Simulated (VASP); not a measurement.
Output of a VASP run:

### OSZICAR
```
       N       E                     dE             d eps       ncg     rms          rms(c)
DAV:   1     0.796190565010E+02    0.79619E+02   -0.83331E+03 10132   0.158E+03
DAV:   2    -0.139825965532E+02   -0.93602E+02   -0.86713E+02  9914   0.255E+02
DAV:   3    -0.161659084204E+02   -0.21833E+01   -0.21268E+01 12119   0.553E+01
DAV:   4    -0.161985754303E+02   -0.32667E-01   -0.32660E-01 14130   0.517E+00
DAV:   5    -0.161988561327E+02   -0.28070E-03   -0.28070E-03 12487   0.459E-01    0.148E+01
DAV:   6    -0.145029664675E+02    0.16959E+01   -0.13751E+01 10628   0.755E+01    0.718E+00
DAV:   7    -0.140992118777E+02    0.40375E+00   -0.19179E+00 11034   0.273E+01    0.381E+00
DAV:   8    -0.140862440159E+02    0.12968E-01   -0.23638E-02 13706   0.184E+00    0.192E+00
DAV:   9    -0.140704782007E+02    0.15766E-01   -0.61915E-03 15003   0.132E+00    0.650E-01
DAV:  10    -0.140711856857E+02   -0.70748E-03   -0.68729E-04 13833   0.383E-01    0.368E-01
DAV:  11    -0.140713577969E+02   -0.17211E-03   -0.56947E-04 13271   0.382E-01    0.287E-02
DAV:  12    -0.140713578745E+02   -0.77607E-07   -0.20069E-05 10726   0.451E-02    0.155E-02
DAV:  13    -0.140713565135E+02    0.13610E-05   -0.23986E-06 14594   0.215E-02    0.104E-02
DAV:  14    -0.140713572077E+02   -0.69425E-06   -0.45801E-07 12098   0.852E-03    0.397E-03
DAV:  15    -0.140713569696E+02    0.23817E-06   -0.73590E-08  5846   0.503E-03    0.947E-04
DAV:  16    -0.140713569361E+02    0.33418E-07   -0.13447E-08  5524   0.173E-03
   1 F= -.14071357E+02 E0= -.14071523E+02  d E =-.140714E+02  mag=     3.2361
       N       E                     dE             d eps       ncg     rms          rms(c)
DAV:   1    -0.140716784275E+02   -0.32146E-03   -0.96407E-03 10999   0.846E-01    0.107E-01
DAV:   2    -0.140714785011E+02    0.19993E-03   -0.14274E-04 13465   0.214E-01    0.550E-02
DAV:   3    -0.140714099775E+02    0.68524E-04   -0.92248E-05 12092   0.110E-01    0.167E-02
DAV:   4    -0.140714131277E+02   -0.31502E-05   -0.77183E-06 11178   0.406E-02    0.407E-03
DAV:   5    -0.140714126209E+02    0.50685E-06   -0.54209E-07 12275   0.127E-02    0.266E-03
DAV:   6    -0.140714123971E+02    0.22374E-06   -0.14331E-07  5838   0.660E-03    0.126E-03
DAV:   7    -0.140714123669E+02    0.30198E-07   -0.52480E-08  5252   0.233E-03
   2 F= -.14071412E+02 E0= -.14071583E+02  d E =-.554308E-04  mag=     3.2344
```

### OUTCAR
```
------------------------ aborting loop because EDIFF is reached ----------------------------------------
  FORCE on cell =-STRESS in cart. coord.  units (eV):
  Direction    XX          YY          ZZ          XY          YZ          ZX
  --------------------------------------------------------------------------------------
  Total       -0.0108247     -0.0108247     -0.0136226      0.0000000      0.0000000      0.0000000
  in kB       -0.8003380     -0.8003382     -1.0072036      0.0000000      0.0000000      0.0000000
  external PRESSURE =      -0.8692933 kB  Pullay stress =       0.0000000 kB
  volume of cell :       21.67
      direct lattice vectors                 reciprocal lattice vectors
     1.246959321 -2.159797131  0.000000000     0.400975390 -0.231503224 -0.000000000
     1.246959321  2.159797131  0.000000000     0.400975390  0.231503224  0.000000000
     0.000000000 -0.000000000  4.023080796     0.000000000  0.000000000  0.248565726
 POSITION                                       TOTAL-FORCE (eV/Angst)
 -----------------------------------------------------------------------------------
      1.24696      0.71993      1.00577        -0.000000      0.000000      0.000000
      1.24696     -0.71993      3.01731         0.000000     -0.000000      0.000000
 -----------------------------------------------------------------------------------
    total drift:                               -0.000023      0.000001     -0.000029
  FREE ENERGIE OF THE ION-ELECTRON SYSTEM (eV)
  ---------------------------------------------------
  free  energy   TOTEN  =       -14.0714123669 eV

  energy  without entropy=      -14.0719254223  energy(sigma->0) =      -14.07158339

 total charge

# of ion       s       p       d       tot
------------------------------------------
    1        0.489   0.522   7.264   8.276
    2        0.489   0.522   7.264   8.276
--------------------------------------------------
tot          0.979   1.045  14.528  16.551

 magnetization (x)

# of ion       s       p       d       tot
------------------------------------------
    1       -0.015  -0.054   1.705   1.637
    2       -0.015  -0.054   1.705   1.637
--------------------------------------------------
tot         -0.029  -0.108   3.410   3.274

 reached required accuracy - stopping structural energy minimisation
```
(Selected blocks of OUTCAR.)

**POSCAR**
```
Co
1
    1.2461446587    -2.1583860939     0.0000000000
    1.2461446587     2.1583860939     0.0000000000
    0.0000000000     0.0000000000     4.0283426653
Co
2
Direct
  0.3333330000   0.6666670000   0.2500000000
  0.6666670000   0.3333330000   0.7500000000
```

Problem. Write an INCAR and KPOINTS that could have produced this output.

Solution. This is not unique; one that fits is the input of the run itself, PBE GGA, plane waves, VASP's PBE PAW potentials (set 64).

KPOINTS:
```
kpoints
0
G
  17 17 9
```

INCAR:
```
# general
SYSTEM =Co
PREC   =Accurate
ENCUT  =520
LREAL  =.False.
LASPH  =.True.

# electronic loop
EDIFF  =1E-7
NELM   =100
ALGO   =Normal   # blocked Davidson
LMAXMIX=4   # l cut-off of mixed one-centre charges

# smearing
ISMEAR =1   # Methfessel-Paxton
SIGMA  =0.1   # width (eV)

# functional
GGA    =PE

# spin
ISPIN  =2   # spin-polarised
MAGMOM =2*1.6

# ions
IBRION =2   # conjugate gradients
NSW    =30   # most ionic steps
ISIF   =4
EDIFFG =-0.01   # ionic stop

# output
LWAVE  =.False.
LCHARG =.False.
LORBIT =10
```

POTCAR, in this order: Co (PBE.64 set). Program: vasp_std.

The compound is Co in the hcp structure. This run relaxes it. Symmetry was kept, so distortions that lower it aren't found.
